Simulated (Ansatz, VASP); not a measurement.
## SrMg: VASP beside Ansatz

INCAR

```
SYSTEM = SrMg
ALGO     = Normal         ! electronic algorithm
EDIFF    = 1E-8           ! SCF threshold, eV
ENCUT    = 520            ! plane-wave cutoff, eV
GGA      = CA             ! functional
ISIF     = 2              ! what is computed and relaxed
ISMEAR   = -1             ! smearing method
LASPH    = .True.         ! aspherical terms in the spheres
LCHARG   = .False.        ! write CHGCAR
LEFG     = .True.       
LREAL    = .False.        ! projectors in reciprocal space
LWAVE    = .False.        ! write WAVECAR
NBANDS   = 13             ! bands
NELM     = 100            ! most SCF steps
PREC     = Accurate       ! precision mode
SIGMA    = 0.05           ! smearing width, eV
```

The input KPOINTS:

```
k-points
0
Gamma
  9 9 9
  0 0 0
```

The input POSCAR:

```
SrMg
1.0
    3.9513216749      0.0000000000      0.0000000000
    0.0000000000      3.9513216749      0.0000000000
    0.0000000000      0.0000000000      3.9513216749
Sr Mg
1 1
Direct
    0.5000000000      0.5000000000      0.5000000000
    0.0000000000      0.0000000000      0.0000000000
```

Input for Ansatz:

```yaml
crystal:
  lattice:
    - [3.9513216749, 0.0, 0.0]
    - [0.0, 3.9513216749, 0.0]
    - [0.0, 0.0, 3.9513216749]
  atoms:
    - { symbol: Sr, position: [0.5, 0.5, 0.5] }
    - { symbol: Mg, position: [0.0, 0.0, 0.0] }
kpoints:
  mp_grid: { grid: [9, 9, 9] }
scf:
  occupations: { method: fermi_dirac, width: 0.05 }
hamiltonian:
  xc: lda
  pseudopotentials: { kind: all_electron, datasets: crystal }
output:
  forces: true
  stress: true
  eigenvalues: true
  efg: { contact_densities: true }
```

Change from the starting cell: volume scaled by 1.04, crystal datasets.

Alike in both runs: task electric field gradients; functional LDA; k mesh 9 × 9 × 9; occupations fermi-dirac, width 0.05 eV; no spin polarisation.

|  | VASP | Ansatz |
| --- | --- | --- |
| version | VASP 6.6.1 | Ansatz 0.2.0 |
| potentials or method | VASP PAW LDA potentials, release 64 (Sr_sv, Mg) | all-electron PAW with datasets made for the crystal, scalar-relativistic |
| plane-wave cutoff (eV) | 520 | see its input |

```tsv
	VASP	Ansatz	Ansatz less VASP
pressure (GPa)	2.0	2.1	+0.16
Vzz of the field gradient on the site that differs most (V/Å²)	0.0	0.0	0.00
```

Ansatz ran all-electron here, so the differences hold the error of VASP's frozen core and of both bases. Ansatz warned: «gradients_without_spin_orbit».
